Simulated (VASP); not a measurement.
OSZICAR of a VASP run on La2O3 (a-type):

OSZICAR:
```
       N       E                     dE             d eps       ncg     rms          rms(c)
DAV:   1     0.468696160202E+03    0.46870E+03   -0.15748E+04  1176   0.256E+03
DAV:   2     0.973576910662E+02   -0.37134E+03   -0.36567E+03  1664   0.416E+02
DAV:   3    -0.290210024689E+02   -0.12638E+03   -0.12501E+03  2200   0.224E+02
DAV:   4    -0.477965873188E+02   -0.18776E+02   -0.18763E+02  2040   0.935E+01
DAV:   5    -0.487851214289E+02   -0.98853E+00   -0.98817E+00  2168   0.256E+01    0.141E+01
DAV:   6    -0.438699432864E+02    0.49152E+01   -0.44078E+01  1800   0.414E+01    0.751E+00
DAV:   7    -0.437635487651E+02    0.10639E+00   -0.46432E+00  2184   0.228E+01    0.356E+00
DAV:   8    -0.437159355158E+02    0.47613E-01   -0.47761E-01  2048   0.610E+00    0.127E+00
DAV:   9    -0.437070604492E+02    0.88751E-02   -0.71895E-02  2104   0.231E+00    0.388E-01
DAV:  10    -0.437082070436E+02   -0.11466E-02   -0.29113E-02  1888   0.126E+00    0.173E-01
DAV:  11    -0.437089107703E+02   -0.70373E-03   -0.73459E-03  2136   0.727E-01    0.127E-01
DAV:  12    -0.437090080100E+02   -0.97240E-04   -0.15170E-03  2000   0.305E-01    0.576E-02
DAV:  13    -0.437090123254E+02   -0.43154E-05   -0.80286E-04  2056   0.202E-01    0.212E-02
DAV:  14    -0.437090195882E+02   -0.72627E-05   -0.73357E-05  2280   0.791E-02    0.109E-02
DAV:  15    -0.437090224966E+02   -0.29085E-05   -0.80295E-06  2152   0.219E-02    0.979E-03
DAV:  16    -0.437090225876E+02   -0.90931E-07   -0.19317E-05  2080   0.316E-02    0.201E-03
DAV:  17    -0.437090227344E+02   -0.14681E-06   -0.94667E-07  1040   0.118E-02
   1 F= -.43709023E+02 E0= -.43709023E+02  d E =-.437090E+02
       N       E                     dE             d eps       ncg     rms          rms(c)
DAV:   1    -0.437105601190E+02   -0.15375E-02   -0.10105E-01  2128   0.455E+00    0.242E-01
DAV:   2    -0.437095857813E+02    0.97434E-03   -0.55789E-03  1888   0.599E-01    0.101E-01
DAV:   3    -0.437093032087E+02    0.28257E-03   -0.67048E-04  2256   0.345E-01    0.421E-02
DAV:   4    -0.437092620615E+02    0.41147E-04   -0.19180E-04  2272   0.140E-01    0.133E-02
DAV:   5    -0.437092611510E+02    0.91048E-06   -0.20802E-05  2128   0.421E-02    0.770E-03
DAV:   6    -0.437092602164E+02    0.93465E-06   -0.16355E-06  1208   0.179E-02
   2 F= -.43709260E+02 E0= -.43709260E+02  d E =-.237482E-03
       N       E                     dE             d eps       ncg     rms          rms(c)
DAV:   1    -0.437092952669E+02   -0.34116E-04   -0.21834E-03  2152   0.668E-01    0.353E-02
DAV:   2    -0.437092746038E+02    0.20663E-04   -0.12367E-04  1904   0.902E-02    0.151E-02
DAV:   3    -0.437092681752E+02    0.64286E-05   -0.15009E-05  2064   0.520E-02    0.643E-03
DAV:   4    -0.437092671856E+02    0.98966E-06   -0.22444E-06  1208   0.214E-02
   3 F= -.43709267E+02 E0= -.43709267E+02  d E =-.244451E-03
       N       E                     dE             d eps       ncg     rms          rms(c)
DAV:   1    -0.437107817753E+02   -0.15136E-02   -0.86320E-02  2136   0.440E+00    0.226E-01
DAV:   2    -0.437097450754E+02    0.10367E-02   -0.41342E-03  1832   0.533E-01    0.978E-02
DAV:   3    -0.437094545567E+02    0.29052E-03   -0.69882E-04  2256   0.336E-01    0.359E-02
DAV:   4    -0.437094267133E+02    0.27843E-04   -0.14143E-04  2288   0.119E-01    0.123E-02
DAV:   5    -0.437094282860E+02   -0.15727E-05   -0.12361E-05  2032   0.324E-02    0.660E-03
DAV:   6    -0.437094296483E+02   -0.13623E-05   -0.10991E-06  1176   0.157E-02    0.156E-03
DAV:   7    -0.437094299338E+02   -0.28545E-06   -0.46445E-07   856   0.145E-02
   4 F= -.43709430E+02 E0= -.43709430E+02  d E =-.162748E-03
```

Which electronic solver shows in the log?

It is blocked Davidson (ALGO = Normal, or the opening steps of other solvers). The INCAR had ALGO = Normal.

Can the final energy be trusted as converged?

Self-consistency was reached. It stopped with EDIFF = 1E-6, NELM = 100, NSW = 60 and EDIFFG = -0.02 after 4 ionic steps (PBEsol GGA, plane waves, VASP's PBE PAW potentials (set 64)).

The compound is La2O3 in the a-type structure. This run relaxes it. Symmetry was kept, so distortions that lower it aren't found. The start is the result of an earlier pass.
